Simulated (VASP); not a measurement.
```
Ru2Si3
1.0
    5.56831     0.00000     0.00000
    0.00000     5.56831     0.00000
    0.00000     0.00000     8.85972
Ru Si
8 12
Direct
  0.00000   0.50000   0.37253
  0.50000   0.00000   0.62747
  0.00000   0.50000   0.87253
  0.50000   0.00000   0.12747
  0.50000   0.50000   0.25000
  0.50000   0.50000   0.75000
  0.00000   0.00000   0.00000
  0.00000   0.00000   0.50000
  0.20365   0.35558   0.09312
  0.35558   0.79635   0.90688
  0.79635   0.64442   0.09312
  0.64442   0.20365   0.90688
  0.79635   0.35558   0.59312
  0.64442   0.79635   0.40688
  0.20365   0.64442   0.59312
  0.35558   0.20365   0.40688
  0.17138   0.17138   0.75000
  0.17138   0.82862   0.25000
  0.82862   0.82862   0.75000
  0.82862   0.17138   0.25000
```

Method: r2SCAN meta-GGA, VASP's PBE PAW potentials (set 64) (plane waves; VASP). Numerical set-up: LREAL = Auto, 400 eV cut-off, 5×5×3 Γ-centred mesh, tetrahedra with Blöchl corrections, potentials Ru_pv Si.

Q: Give the energies of bands 74 to 87 at the high-symmetry points, in eV from the valence-band maximum.

A: 
| band | Γ | X | M | Z | R | A |
|---|---|---|---|---|---|---|
| 74 | -1.46 | -1.49 | -1.30 | -1.52 | -1.27 | -1.36 |
| 75 | -1.20 | -1.35 | -1.28 | -1.29 | -1.26 | -1.23 |
| 76 | -1.20 | -0.88 | -1.14 | -1.29 | -1.26 | -1.23 |
| 77 | -1.08 | -0.77 | -0.78 | -1.18 | -0.99 | -0.92 |
| 78 | -0.91 | -0.64 | -0.78 | -1.18 | -0.99 | -0.92 |
| 79 | -0.79 | -0.60 | -0.78 | -1.01 | -0.56 | -0.83 |
| 80 | 0.00 | -0.26 | -0.73 | -1.01 | -0.56 | -0.83 |
| 81 | 0.53 | 0.72 | 1.97 | 0.68 | 0.98 | 2.07 |
| 82 | 1.07 | 1.06 | 2.50 | 0.68 | 0.98 | 2.07 |
| 83 | 1.10 | 1.19 | 2.52 | 1.82 | 1.47 | 2.49 |
| 84 | 1.39 | 1.36 | 2.60 | 1.82 | 1.47 | 2.49 |
| 85 | 1.91 | 1.40 | 2.60 | 2.01 | 1.63 | 2.57 |
| 86 | 1.91 | 1.75 | 2.65 | 2.01 | 1.63 | 2.57 |
| 87 | 2.54 | 1.98 | 2.65 | 2.01 | 2.06 | 2.86 |

The gap is direct, 0.53 eV, from the valence maximum at Γ to the conduction minimum at Γ.

The structure comes from a measured Si3Ru2 entry (P-4c2) of the Crystallography Open Database, whose conditions weren't checked. It was relaxed first.
